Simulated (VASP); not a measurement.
# Ti2RuC3 (Immm) in VASP: single point with PBE

Aim: the single point of Ti2RuC3 with PBE.

All numbers are computed with VASP 6.6.1; they aren't measurements. Logs are shortened: lines on timing, memory, paths and dates and some standing lists are left out, and cuts for length are marked.

### Step 1. Starting point

It takes space group Immm (No. 71, orthorhombic). The conventional cell has a = 3.089 Å, b = 4.340 Å, c = 8.966 Å, α = 90.00°, β = 90.00°, γ = 90.00°. Ti (site symmetry mm2) is surrounded by 6 C at 2.13 to 2.17 Å. Ru (site symmetry mmm) is surrounded by 6 C at 2.16 to 2.17 Å. Around C (site symmetry mm2) lie 4 Ti at 2.13 to 2.17 Å and 2 Ru at 2.16 Å. C (site symmetry mmm) is surrounded by 4 Ti at 2.16 Å and 2 Ru at 2.17 Å.

The cell was built by a generator and needn't be a form met in nature.

### Step 2. Single point, PBE

The input, INCAR:

```
SYSTEM = Ti2RuC3
PREC = Normal ; ENCUT = 520
EDIFF = 1E-5 ; ISMEAR = 0
SIGMA = 0.15 ; LREAL = Auto
LASPH = .TRUE. ; NELM = 80
ALGO = Fast ; ISIF = 2
LWAVE = .FALSE. ; LCHARG = .FALSE.
GGA = PE ; KPAR = 2
```

The input, KPOINTS:

```
Automatic mesh
0
G
  8 8 8
  0 0 0
```

The input, POSCAR:

```
Ti2RuC3
1.0
   -1.5444400000      2.1700000000      4.4829000000
    1.5444400000     -2.1700000000      4.4829000000
    3.0888800000      4.3400000000     -8.9658000000
Ti Ru C
4 2 6
Direct
    0.3318780000      0.3318780000      0.0000000000
    0.3318780000      0.3318780000      0.5000000000
    0.6681220000      0.6681220000      0.0000000000
    0.6681220000      0.6681220000      0.5000000000
    0.0000000000      0.0000000000      0.0000000000
    0.0000000000      0.0000000000      0.5000000000
    0.1687670000      0.6687670000      0.2500000000
    0.1687670000      0.6687670000      0.7500000000
    0.8312330000      0.3312330000      0.2500000000
    0.8312330000      0.3312330000      0.7500000000
    0.5000000000      0.0000000000      0.2500000000
    0.5000000000      0.0000000000      0.7500000000
```

Potentials or basis: VASP PAW PBE potentials, release 64 (Ti_sv, Ru_pv, C).

On the command line:

```sh
cat potpaw_PBE.64/Ti_sv/POTCAR potpaw_PBE.64/Ru_pv/POTCAR potpaw_PBE.64/C/POTCAR > POTCAR
mpirun -np 2 vasp_std > vasp.out
```

OUTCAR:

```text
SYSTEM = Ti2RuC3
   PREC = Normal
   ENCUT = 520
   EDIFF = 1E-5
   ISMEAR = 0
   LREAL = Auto
   LASPH = .TRUE.
   NELM = 80
   ISIF = 2
   GGA = PE

 ion  position               nearest neighbor table
   1  0.332  0.332  0.000-   7 2.13   8 2.13  12 2.16  11 2.16   9 2.17  10 2.17   5 2.98   5 3.06
                             6 3.06   5 3.06   6 3.06
   2  0.332  0.332  0.500-   8 2.13   7 2.13  11 2.16  12 2.16  10 2.17   9 2.17   6 2.98   6 3.06
                             5 3.06   6 3.06   5 3.06
   3  0.668  0.668  0.000-   9 2.13  10 2.13  11 2.16  12 2.16   8 2.17   7 2.17   5 2.98   5 3.06
                             6 3.06   5 3.06   6 3.06
   4  0.668  0.668  0.500-  10 2.13   9 2.13  12 2.16  11 2.16   7 2.17   8 2.17   6 2.98   6 3.06
                             5 3.06   6 3.06   5 3.06
   5  0.000  0.000  0.000-   7 2.16   8 2.16   9 2.16  10 2.16  11 2.17  12 2.17   3 2.98   1 2.98
                             3 3.06   2 3.06   4 3.06   1 3.06   3 3.06   1 3.06   4 3.06   2 3.06
   6  0.000  0.000  0.500-   8 2.16   7 2.16  10 2.16   9 2.16  12 2.17  11 2.17   4 2.98   2 2.98
                             1 3.06   4 3.06   3 3.06   2 3.06   4 3.06   2 3.06   3 3.06   1 3.06
   7  0.169  0.669  0.250-   2 2.13   1 2.13   6 2.16   5 2.16   4 2.17   3 2.17
   8  0.169  0.669  0.750-   1 2.13   2 2.13   5 2.16   6 2.16   3 2.17   4 2.17
   9  0.831  0.331  0.250-   4 2.13   3 2.13   5 2.16   6 2.16   1 2.17   2 2.17
  10  0.831  0.331  0.750-   3 2.13   4 2.13   6 2.16   5 2.16   2 2.17   1 2.17
  11  0.500  0.000  0.250-   4 2.16   2 2.16   3 2.16   1 2.16   6 2.17   5 2.17
  12  0.500  0.000  0.750-   3 2.16   1 2.16   4 2.16   2 2.16   5 2.17   6 2.17

  LATTYP: Found a base centered monoclinic cell.
 ALAT       =     5.3269859822
 B/A-ratio  =     1.6830905938
 C/A-ratio  =     1.0000000000
 COS(beta)  =    -0.3275361214

  Lattice vectors:

 A1 = (   1.5444400000,  -2.1700000000,   4.4829000000)
 A2 = (   1.5444400000,  -2.1700000000,  -4.4829000000)
 A3 = (   3.0888800000,   4.3400000000,   0.0000000000)

Analysis of symmetry for initial positions (statically):
=====================================================================
 Subroutine PRICEL returns following result:

  LATTYP: Found a body centered orthorhombic cell.
 ALAT       =     3.0888800000
 B/A-ratio  =     1.4050400145
 C/A-ratio  =     2.9026054751

  Lattice vectors:

 A1 = (  -1.5444400000,   2.1700000000,   4.4829000000)
 A2 = (   1.5444400000,  -2.1700000000,   4.4829000000)
 A3 = (   1.5444400000,   2.1700000000,  -4.4829000000)

   2 primitive cells build up your supercell.

 Routine SETGRP: Setting up the symmetry group for a
 base centered monoclinic supercell.

 Subroutine GETGRP returns: Found  4 space group operations
 (whereof  4 operations were pure point group operations)
 out of a pool of  4 trial point group operations.

The static configuration has the point symmetry C_2h.

Analysis of symmetry for dynamics (positions and initial velocities):
=====================================================================
 Subroutine PRICEL returns following result:

  LATTYP: Found a body centered orthorhombic cell.
 ALAT       =     3.0888800000
 B/A-ratio  =     1.4050400145
 C/A-ratio  =     2.9026054751

  Lattice vectors:

 A1 = (  -1.5444400000,   2.1700000000,   4.4829000000)
 A2 = (   1.5444400000,  -2.1700000000,   4.4829000000)
 A3 = (   1.5444400000,   2.1700000000,  -4.4829000000)

   2 primitive cells build up your supercell.

 Routine SETGRP: Setting up the symmetry group for a
 base centered monoclinic supercell.

 Subroutine GETGRP returns: Found  4 space group operations
 (whereof  4 operations were pure point group operations)
 out of a pool of  4 trial point group operations.

The dynamic configuration has the point symmetry C_2h.

 Subroutine INISYM returns: Found  4 space group operations
 (whereof  4 operations are pure point group operations),
 and found     2 'primitive' translations

----------------------------------------------------------------------------------------

                                     Primitive cell

[... 34 lines left out ...]

 Generating k-lattice:

  Cartesian coordinates                     Fractional coordinates (reciprocal lattice)
     0.000000000  0.028801843  0.013941868     0.125000000  0.000000000  0.000000000
     0.040467742  0.000000000  0.013941868    -0.000000000  0.125000000  0.000000000
     0.020233871  0.014400922  0.000000000    -0.000000000  0.000000000  0.125000000

  Length of vectors
     0.031998779  0.042802031  0.024835380

  Shift w.r.t. Gamma in fractional coordinates (k-lattice)
     0.000000000  0.000000000  0.000000000

 Subroutine IBZKPT returns following result:
 ===========================================

 Found    150 irreducible k-points:

 Following reciprocal coordinates:
            Coordinates               Weight
  0.000000  0.000000  0.000000      1.000000
  0.125000  0.000000  0.000000      4.000000
  0.250000  0.000000  0.000000      4.000000
  0.375000 -0.000000  0.000000      4.000000
  0.500000  0.000000  0.000000      2.000000
 -0.000000  0.125000  0.000000      4.000000
[... 16 lines left out ...]
  0.250000  0.375000  0.000000      4.000000
  0.375000  0.375000  0.000000      4.000000
 [... further k-points ...]
   k-points           NKPTS =    150   k-points in BZ     NKDIM =    150   number of bands    NBANDS=     60
   number of dos      NEDOS =    301   number of ions     NIONS =     12
   total plane-waves  NPLWV =  54000
   dimension x,y,z NGX =    30 NGY =   30 NGZ =   60
   dimension x,y,z NGXF=    60 NGYF=   60 NGZF=  120
   ions per type =               4   2   6
   NGX,Y,Z   is equivalent  to a cutoff of   9.56,  9.56,  9.56 a.u.
   NGXF,Y,Z  is equivalent  to a cutoff of  19.13, 19.13, 19.13 a.u.
 SYSTEM =  Ti2RuC3
   PREC   = normal    normal or accurate (medium, high low for compatibility)
   ISTART =      0    job   : 0-new  1-cont  2-samecut
   ICHARG =      2    charge: 1-file 2-atom 10-const
   ISPIN  =      1    spin polarized calculation?
   LNONCOLLINEAR =      F non collinear calculations
   LSORBIT =      F    spin-orbit coupling
   LASPH  =      T    aspherical Exc in radial PAW
   ENCUT  =  520.0 eV  38.22 Ry    6.18 a.u.   9.70  9.70 19.39*2*pi/ulx,y,z
   NELM   =     80;   NELMIN=  2; NELMDL= -5     # of ELM steps
   EDIFF  = 0.1E-04   stopping-criterion for ELM
   LREAL  =      T    real-space projection
   EDIFFG = 0.1E-03   stopping-criterion for IOM
   NSW    =      0    number of steps for IOM
   IBRION =     -1    ionic relax: 0-MD 1-quasi-New 2-CG
   NFREE  =      0    steps in history (QN), initial steepest desc. (CG)
   ISIF   =      2    stress and relaxation
   ISYM   =      2    0-nonsym 1-usesym 2-fastsym
   POTIM  = 0.5000    time-step for ionic-motion
   TEBEG  =    0.0;   TEEND  =   0.0 temperature during run
   PSTRESS=    0.0 pullay stress
   NELECT =     100.0000    total number of electrons
   NUPDOWN=      -1.0000    fix difference up-down
   EMIN   =  10.00;   EMAX   =-10.00  energy-range for DOS
   EFERMI =   0.00;   METHOD = LEGACY
   ISMEAR =     0;   SIGMA  =   0.15  broadening in eV -4-tet -1-fermi 0-gaus
   EFERMI_NEDOS =   21; number of points for ismear=-14 and -15
   IALGO  =     68    algorithm
   IMIX   =      4    mixing-type and parameters
     AMIX     =   0.40;   BMIX     =  1.00
     AMIX_MAG =   1.60;   BMIX_MAG =  1.00
  volume/ion in A,a.u.               =      10.02        67.59
  Fermi-wavevector in a.u.,A,eV,Ry     =   1.539743  2.909692 32.256806  2.370808
  Thomas-Fermi vector in A             =   2.645928
   LORBIT       =      0    0 simple, 1 ext, 2 COOP (PROOUT), +10 PAW based schemes
   GGA     = PE    functional components
   LHFCALC =     F    Hartree Fock is set to
   AEXX    =    0.0000 exact exchange contribution
   IVDW    =     0    specifies the selected vdW correction
   LEPSILON=     F    determine dielectric tensor
   LRPA    =     F    only Hartree local field effects (RPA)
 non-spin polarized calculation
 RMM-DIIS sequential band-by-band and
 Gauss-broadening in eV      SIGMA  =   0.15
  energy-cutoff  :      520.00
  volume of cell :      120.19
 maximum number of plane-waves:      3256
   NGX = 19   NGY = 19   NGZ = 39

 number of electron     100.0000000 magnetization

 number of electron      99.9999972 magnetization

 Free energy of the ion-electron system (eV)
  ---------------------------------------------------
  ext. energy  EPLUGINS =         0.00000000
  ---------------------------------------------------
  free energy    TOTEN  =      -108.41230323 eV

  energy without entropy =     -108.32617482  energy(sigma->0) =     -108.36923903

 E-fermi :  10.6115     XC(G=0): -13.0816

 val. band max:       10.6090897444   @ k =  -0.1250   0.3750   0.2500
 cond. band min:      10.6123530319   @ k =   0.3750   0.3750   0.1250
 fundamental gap:      0.0032632875
 Fermi energy:        10.6114659764

 k-point     1 :       0.0000    0.0000    0.0000
  band No.  band energies     occupation
      1     -46.3863      2.00000
      2     -46.3369      2.00000
      3     -46.3223      2.00000
      4     -46.3179      2.00000
      5     -32.8953      2.00000
      6     -32.8926      2.00000
[... 1501 lines left out ...]
     59      13.3587      0.00000
     60      13.4691      0.00000

 [... further k-points ...]

------------------------ aborting loop because EDIFF is reached ----------------------------------------

  FORCE on cell =-STRESS in cart. coord.  units (eV):
  Direction    XX          YY          ZZ          XY          YZ          ZX
  --------------------------------------------------------------------------------------
  -------------------------------------------------------------------------------------
  Total        0.0674399      0.0128570      0.1779348      0.0012807      0.0000000      0.0000000
  in kB        0.8989747      0.1713839      2.3718743      0.0170715      0.0000000      0.0000000
  external PRESSURE =       1.1474110 kB  Pullay stress =       0.0000000 kB

 VOLUME and BASIS-vectors are now :
 -----------------------------------------------------------------------------
  energy-cutoff  :      520.00
  volume of cell :      120.19
      direct lattice vectors                 reciprocal lattice vectors
    -1.544440000  2.170000000  4.482900000     0.000000000  0.230414747  0.111534944
     1.544440000 -2.170000000  4.482900000     0.323741939  0.000000000  0.111534944
     3.088880000  4.340000000 -8.965800000     0.161870969  0.115207373  0.000000000

 POSITION                                       TOTAL-FORCE (eV/Angst)
 -----------------------------------------------------------------------------------
      0.00000      0.00000      2.97555        -0.000000     -0.000000      0.037361
      1.54444      2.17000     -1.50735        -0.000000     -0.000000      0.037361
      0.00000      0.00000      5.99025         0.000000      0.000000     -0.037361
      1.54444      2.17000      1.50735         0.000000      0.000000     -0.037361
      0.00000      0.00000      0.00000        -0.000000      0.000000     -0.000000
      1.54444      2.17000     -4.48290        -0.000000      0.000000     -0.000000
      1.54444      0.00000      1.51313        -0.000000      0.000000     -0.000088
      3.08888      2.17000     -2.96977        -0.000000      0.000000     -0.000088
      0.00000      2.17000      2.96977        -0.000000      0.000000      0.000088
      1.54444      4.34000     -1.51313        -0.000000      0.000000      0.000088
      0.00000      2.17000      0.00000        -0.000000      0.000000     -0.000000
      1.54444      4.34000     -4.48290        -0.000000      0.000000     -0.000000
 -----------------------------------------------------------------------------------
    total drift:                               -0.000000     -0.000000      0.000000

  FREE ENERGIE OF THE ION-ELECTRON SYSTEM (eV)
  ---------------------------------------------------
  free  energy   TOTEN  =      -108.4123032312 eV

  energy  without entropy=     -108.3261748247  energy(sigma->0) =     -108.36923903
```

Run time: 17 min. Hardware: 2 MPI ranks of Intel Xeon Platinum 8559C (Emerald Rapids), shared host; peak memory 0.69 GiB.

Results:

* Free energy: -108.4123 eV
* Pressure: 0.1 GPa
* Largest force: 0.037 eV/Å
* Band gap on the k mesh: none (metal or under the smearing width)

Forces on the atoms (eV/Å):
```
Ti   0.000  0.000  0.037
Ti   0.000  0.000  0.037
Ti   0.000  0.000 -0.037
Ti   0.000  0.000 -0.037
Ru   0.000  0.000  0.000
Ru   0.000  0.000  0.000
C    0.000  0.000  0.000
C    0.000  0.000  0.000
C    0.000  0.000  0.000
C    0.000  0.000  0.000
C    0.000  0.000  0.000
C    0.000  0.000  0.000
```

Stress tensor (GPa, compression positive):
```
0.09 0.00 0.00
0.00 0.02 0.00
0.00 0.00 0.24
```
